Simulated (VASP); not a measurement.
# MgO (Periclase) with PBEsol + D3(BJ): from relaxation to properties, part 3 of 4

What structure and properties does PBEsol + D3(BJ) give MgO (Periclase), and how near are they to the measured ones? The start is a cell from a database of measured crystal structures.

VASP 6.6.1; PBEsol with D3(BJ); plane waves and PAW (Mg, O).

So far, gap on the k-mesh (eV): step 2 (full relaxation (PBEsol + D3(BJ))) 4.92; step 6 (total and projected DOS (PBEsol + D3(BJ))) 4.92. The relaxed cell has a = 4.172 Å (conventional setting).

The database entry behind the starting cell differs from later determinations by our own check (about 0.1 % long), so it need not match the best structure at ambient conditions.

## 7. Zone-centre phonons (PBEsol + D3(BJ))

Zone-centre modes test whether the atoms sit at a minimum within this cell. IBRION = 6 takes the force constants from differences of forces between displaced cells, so the forces must be tight.

INCAR

```
SYSTEM = MgO
PREC = Accurate
ENCUT = 520
EDIFF = 1E-08
NELM = 100
ISMEAR = 0
SIGMA = 0.05
LREAL = .FALSE.
ALGO = Normal
GGA = PS
IVDW = 12
NBANDS = 10
LORBIT = 11
LWAVE = .FALSE.
LCHARG = .FALSE.
KPAR = 2
IBRION = 6
NFREE = 2
POTIM = 0.015
ISIF = 2
NSW = 1
```

POSCAR

```
MgO
1.0
    0.0000000000      2.0858163861      2.0858163861
    2.0858163861      0.0000000000      2.0858163861
    2.0858163861      2.0858163861      0.0000000000
Mg O
1 1
Direct
    0.0000000000      0.0000000000      0.0000000000
    0.5000000000      0.5000000000      0.5000000000
```

KPOINTS

```
Automatic mesh
0
Gamma
11 11 11
0 0 0
```

Potentials, in the order of the species: Mg and O (PBE family, release 64).

The run is started by

```sh
$ mpirun -np 2 vasp_std
```

Log:

```text
[... set-up lines as in an earlier step ...]
 entering main loop
       N       E                     dE             d eps       ncg     rms          rms(c)
[... 10 cycles as in an earlier step ...]
DAV:  11    -0.125047277526E+02   -0.10638E-05   -0.43222E-06  1206   0.153E-02    0.309E-03
DAV:  12    -0.125047281654E+02   -0.41277E-06   -0.97386E-08  1230   0.359E-03    0.283E-04
DAV:  13    -0.125047282184E+02   -0.53038E-07   -0.54230E-09   674   0.596E-04    0.474E-05
DAV:  14    -0.125047282098E+02    0.86162E-08   -0.14568E-10   606   0.111E-04
   1 F= -.13018653E+02 E0= -.13018653E+02  d E =-.536911E-19
 Found     2 degrees of freedom:
 Finite differences POTIM= 0.01500 DOF=   2
 bond charge predicted
       N       E                     dE             d eps       ncg     rms          rms(c)
DAV:   1    -0.125040289109E+02    0.69931E-03   -0.10867E-02  2530   0.799E-01    0.255E-02
DAV:   2    -0.125040326784E+02   -0.37674E-05   -0.16442E-04  2838   0.106E-01    0.148E-02
DAV:   3    -0.125040289806E+02    0.36977E-05   -0.14796E-05  2828   0.359E-02    0.252E-03
DAV:   4    -0.125040292596E+02   -0.27892E-06   -0.18788E-06  2840   0.113E-02    0.162E-03
DAV:   5    -0.125040292967E+02   -0.37172E-07   -0.10464E-07  2776   0.288E-03    0.304E-04
DAV:   6    -0.125040292989E+02   -0.21951E-08   -0.13111E-08  1972   0.101E-03
   2 F= -.13017953E+02 E0= -.13017953E+02  d E =-.448543E-19
[...]
3 F= -.13017953E+02 E0= -.13017953E+02  d E =-.448252E-19
[...]
4 F= -.13017952E+02 E0= -.13017952E+02  d E =-.448483E-19
 Finite differences progress:
  Degree of freedom:   2/  2
  Displacement:        1/  2
  Total:               3/  4
 bond charge predicted
       N       E                     dE             d eps       ncg     rms          rms(c)
DAV:   1    -0.125024637905E+02    0.15640E-02   -0.38453E+00  2520   0.161E+01    0.219E-01
DAV:   2    -0.125045663050E+02   -0.21025E-02   -0.33504E-02  2742   0.169E+00    0.109E-01
DAV:   3    -0.125040232624E+02    0.54304E-03   -0.13576E-03  2846   0.336E-01    0.305E-02
DAV:   4    -0.125040307285E+02   -0.74661E-05   -0.16204E-04  2778   0.107E-01    0.213E-02
DAV:   5    -0.125040284024E+02    0.23261E-05   -0.57964E-06  2720   0.224E-02    0.109E-02
DAV:   6    -0.125040278192E+02    0.58322E-06   -0.27276E-06  2826   0.160E-02    0.103E-03
DAV:   7    -0.125040278155E+02    0.36737E-08   -0.15819E-07  2740   0.369E-03    0.899E-04
DAV:   8    -0.125040278095E+02    0.59914E-08   -0.66964E-09  1390   0.722E-04
   5 F= -.13017952E+02 E0= -.13017952E+02  d E =-.448351E-19
 Finite differences progress:
  Degree of freedom:   2/  2
  Displacement:        2/  2
  Total:               4/  4
```

It took 73 s on 2 MPI ranks of AMD EPYC 7R43, shared host; peak memory 0.3 GiB; 2.4 min of CPU time.

From OUTCAR (step 7):

```text
   NELECT =       8.0000    total number of electrons

 Edisp (eV)   -0.51392

 E-fermi :   3.5829

 k-point     1 :       0.0000    0.0000    0.0000
  band No.  band energies     occupation
      1     -14.0711      2.00000
      2       3.2874      2.00000
      3       3.2877      2.00000
      4       3.2877      2.00000
      5       8.2065      0.00000
      6      19.0805      0.00000
      7      19.0810      0.00000
      8      19.0810      0.00000
      9      22.9988      0.00000
    ...

 Edisp (eV)   -0.51392

  Total       0.01092     0.00069     0.00069    -0.00000     0.00000     0.00000
  in kB       0.96399     0.06063     0.06063    -0.00000     0.00000     0.00000
  external pressure =        0.36 kB  Pullay stress =        0.00 kB

 POSITION                                       TOTAL-FORCE (eV/Angst)
 -----------------------------------------------------------------------------------
      0.00000      0.00000      0.00000        -0.093368      0.000000      0.000000
      2.07082      2.08582      2.08582         0.093368      0.000000      0.000000
 -----------------------------------------------------------------------------------
    total drift:                                0.000135     -0.000001     -0.000001

  FREE ENERGIE OF THE ION-ELECTRON SYSTEM (eV)
  ---------------------------------------------------
  free  energy   TOTEN  =       -13.0179519659 eV

  energy  without entropy=      -13.0179519659  energy(sigma->0) =      -13.01795197

 Eigenvectors and eigenvalues of the dynamical matrix
 ----------------------------------------------------

   1 f  =   12.553579 THz    78.876464 2PiTHz  418.742327 cm-1    51.917408 meV
             X         Y         Z           dx          dy          dz
      0.000000  0.000000  0.000000    -0.005452   -0.191773   -0.600090
      2.085816  2.085816  2.085816     0.006721    0.236390    0.739702

   2 f  =   12.553579 THz    78.876464 2PiTHz  418.742327 cm-1    51.917408 meV
             X         Y         Z           dx          dy          dz
      0.000000  0.000000  0.000000    -0.389100    0.472995   -0.147622
      2.085816  2.085816  2.085816     0.479625   -0.583038    0.181966

   3 f  =   12.553579 THz    78.876464 2PiTHz  418.742327 cm-1    51.917408 meV
             X         Y         Z           dx          dy          dz
      0.000000  0.000000  0.000000    -0.495466   -0.369343    0.122534
      2.085816  2.085816  2.085816     0.610737    0.455271   -0.151042

   4 f/i=    0.000744 THz     0.004675 2PiTHz    0.024821 cm-1     0.003077 meV
             X         Y         Z           dx          dy          dz
      0.000000  0.000000  0.000000    -0.045493   -0.193509   -0.750713
      2.085816  2.085816  2.085816    -0.036907   -0.156986   -0.609023

   5 f/i=    0.000744 THz     0.004675 2PiTHz    0.024821 cm-1     0.003077 meV
             X         Y         Z           dx          dy          dz
      0.000000  0.000000  0.000000    -0.294742   -0.691218    0.196034
      2.085816  2.085816  2.085816    -0.239112   -0.560757    0.159035

   6 f/i=    0.000744 THz     0.004675 2PiTHz    0.024821 cm-1     0.003077 meV
             X         Y         Z           dx          dy          dz
      0.000000  0.000000  0.000000     0.717037   -0.296407    0.032952
      2.085816  2.085816  2.085816     0.581703   -0.240462    0.026732

 ELASTIC MODULI CONTR FROM IONIC RELAXATION (kBar)
 Direction    XX          YY          ZZ          XY          YZ          ZX
 --------------------------------------------------------------------------------
 XX           0.0000      0.0000      0.0000      0.0000      0.0000      0.0000
 YY           0.0000      0.0000      0.0000      0.0000      0.0000      0.0000
 ZZ           0.0000      0.0000      0.0000      0.0000      0.0000      0.0000
 XY           0.0000      0.0000      0.0000      0.0000      0.0000      0.0000
 YZ           0.0000      0.0000      0.0000      0.0000      0.0000      0.0000
 ZX           0.0000      0.0000      0.0000      0.0000      0.0000      0.0000
 --------------------------------------------------------------------------------

[... 9 parts as in an earlier step ...]

[... 8 further parts left out ...]
```

The last energy, forces, stress and levels in OUTCAR belong to the last displaced cell, not to the cell of POSCAR.

Numbers from this step:

```yaml
bands: 10
irreducible_k_points: 56
pressure_of_the_cell: 0.01174 GPa
largest_force_of_the_cell: 0 eV/Å
```

Transverse limit, no LO-TO splitting. Modes at Γ, with each element's share of the kinetic energy:

```
mode  frequency (cm⁻¹)  symmetry  Mg %  O %
   1               0.0  acoustic    60   40
   2               0.0  acoustic    60   40
   3               0.0  acoustic    60   40
   4             418.7       T1u    40   60
   5             418.7       T1u    40   60
   6             418.7       T1u    40   60
```

Displacements in mode 6 (418.7 cm⁻¹), the largest set to 1:
```
Mg1 -0.01 -0.21 -0.66
O2   0.01  0.32  1.00
```

The three acoustic modes come out at zero, and all others are real. By the characters of their eigenvectors the optical modes sort into (cm⁻¹) infrared active: T1u 419.

(Continued in part 4 of 4.)

[Lines on the potential files, build, host, timing and source positions are cut from VASP's logs without a mark.]

[Logs are printed without paths, hosts, clocks, repeated set-up lines and the standing remarks that a program may print on its own settings, such as how far it seeks lower states.]

[Hosts, paths, dates, database ids (printed as entryN), source tags and the programs' standing remarks are cut or masked in the printed files.]

[A measured line is paired with the nearest computed mode of its activity, which favours agreement.]
